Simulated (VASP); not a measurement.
Computed with PBE GGA, VASP's PBE PAW potentials (set 64) (plane waves; VASP 6.6.1).

Input for VASP

File KPOINTS:
```
Automatic mesh
0
Gamma
  12 12 12
```

**INCAR**
```
! general
SYSTEM   =  CoAl
PREC     =  Accurate
ENCUT    =  480
LREAL    =  .FALSE.
LASPH    =  .TRUE.

! electronic loop
EDIFF    =  1E-7
NELM     =  100
ALGO     =  Normal
LMAXMIX  =  4

! smearing
ISMEAR   =  1
SIGMA    =  0.1

! functional
GGA      =  PE

! ions
IBRION   =  2
NSW      =  40
ISIF     =  3
EDIFFG   =  -0.01
PSTRESS  =  200

! output
LWAVE    =  .FALSE.
LCHARG   =  .FALSE.
```

POSCAR:
```
CoAl
1
    2.7660109560     0.0000000000     0.0000000000
   -0.0000000000     2.7660109560    -0.0000000000
   -0.0000000000     0.0000000000     2.7660109560
Al Co
1 1
Direct
  0.5000000000   0.5000000000   0.5000000000
  0.0000000000   0.0000000000   0.0000000000
```

POTCAR, in this order: Al Co (PBE.64 set). Program: vasp_std.

What VASP printed:

### OUTCAR
```
 ion  position               nearest neighbor table
   1  0.500  0.500  0.500-   2 2.40   2 2.40   2 2.40   2 2.40   2 2.40   2 2.40   2 2.40   2 2.40
  LATTYP: Found a simple cubic cell.
 ALAT       =     2.7660109560
 Subroutine PRICEL returns:
 Original cell was already a primitive cell.
 Subroutine GETGRP returns: Found 48 space group operations
The static configuration has the point symmetry O_h .
The dynamic configuration has the point symmetry O_h .
 Subroutine INISYM returns: Found 48 space group operations
 Subroutine IBZKPT returns following result:
 Found     84 irreducible k-points:

 Following reciprocal coordinates:
            Coordinates               Weight
  0.000000  0.000000  0.000000      1.000000
  0.083333  0.000000  0.000000      6.000000
  0.166667  0.000000  0.000000      6.000000
  0.250000  0.000000  0.000000      6.000000
  0.333333  0.000000  0.000000      6.000000
  0.416667  0.000000  0.000000      6.000000
  0.500000  0.000000  0.000000      3.000000
  0.083333  0.083333  0.000000     12.000000
  0.166667  0.083333  0.000000     24.000000
  0.250000  0.083333  0.000000     24.000000
...
```

File OSZICAR:
```
       N       E                     dE             d eps       ncg     rms          rms(c)
DAV:   1     0.350403971877E+02    0.35040E+02   -0.51474E+03  1712   0.121E+03
DAV:   2    -0.123226974237E+02   -0.47363E+02   -0.44692E+02  1714   0.188E+02
DAV:   3    -0.135563006760E+02   -0.12336E+01   -0.12247E+01  1984   0.397E+01
DAV:   4    -0.135776811006E+02   -0.21380E-01   -0.21373E-01  2052   0.472E+00
DAV:   5    -0.135782895503E+02   -0.60845E-03   -0.60844E-03  1992   0.786E-01    0.133E+01
DAV:   6    -0.156056160928E+02   -0.20273E+01   -0.64152E+01  1852   0.124E+02    0.155E+01
DAV:   7    -0.119045545081E+02    0.37011E+01   -0.27891E+01  1844   0.783E+01    0.198E+00
DAV:   8    -0.118864290024E+02    0.18126E-01   -0.19229E-01  1792   0.416E+00    0.115E+00
DAV:   9    -0.118724398716E+02    0.13989E-01   -0.42027E-02  2044   0.298E+00    0.272E-01
DAV:  10    -0.118720929516E+02    0.34692E-03   -0.12035E-03  2304   0.504E-01    0.145E-01
DAV:  11    -0.118720827530E+02    0.10199E-04   -0.23263E-05  2064   0.507E-02    0.184E-02
DAV:  12    -0.118720772184E+02    0.55346E-05   -0.30881E-05  1940   0.821E-02    0.559E-03
DAV:  13    -0.118720773068E+02   -0.88463E-07   -0.37002E-07  1824   0.591E-03
   1 F= -.92303919E+01 E0= -.92302682E+01  d E =-.923039E+01
```

**OUTCAR**
```
------------------------ aborting loop because EDIFF is reached ----------------------------------------
  FORCE on cell =-STRESS in cart. coord.  units (eV):
  Direction    XX          YY          ZZ          XY          YZ          ZX
  --------------------------------------------------------------------------------------
  Total        2.6272311      2.6272311      2.6272311      0.0000000      0.0000000     -0.0000000
  in kB      198.9056748    198.9056748    198.9056748      0.0000000      0.0000000     -0.0000000
  external PRESSURE =      -1.0943252 kB  Pullay stress =     200.0000000 kB
  volume of cell :       21.16
      direct lattice vectors                 reciprocal lattice vectors
     2.766010956  0.000000000  0.000000000     0.361531467  0.000000000  0.000000000
     0.000000000  2.766010956  0.000000000     0.000000000  0.361531467  0.000000000
     0.000000000  0.000000000  2.766010956     0.000000000  0.000000000  0.361531467
 POSITION                                       TOTAL-FORCE (eV/Angst)
 -----------------------------------------------------------------------------------
      1.38301      1.38301      1.38301         0.000000      0.000000      0.000000
      0.00000      0.00000      0.00000         0.000000      0.000000      0.000000
 -----------------------------------------------------------------------------------
    total drift:                               -0.000000      0.000000      0.000000
  FREE ENERGIE OF THE ION-ELECTRON SYSTEM (eV)
  ---------------------------------------------------
  free  energy   TOTEN  =       -11.8720773068 eV

  energy  without entropy=      -11.8717061891  energy(sigma->0) =      -11.87195360
  enthalpy is  TOTEN    =        -9.2303918747 eV   P V=        2.6416854322

 reached required accuracy - stopping structural energy minimisation
```
(Selected blocks of OUTCAR.)

The compound is CoAl in the CsCl type structure. It was relaxed first under an external pressure of 20 GPa. The run is not spin-polarised, so no magnetic state was tried.
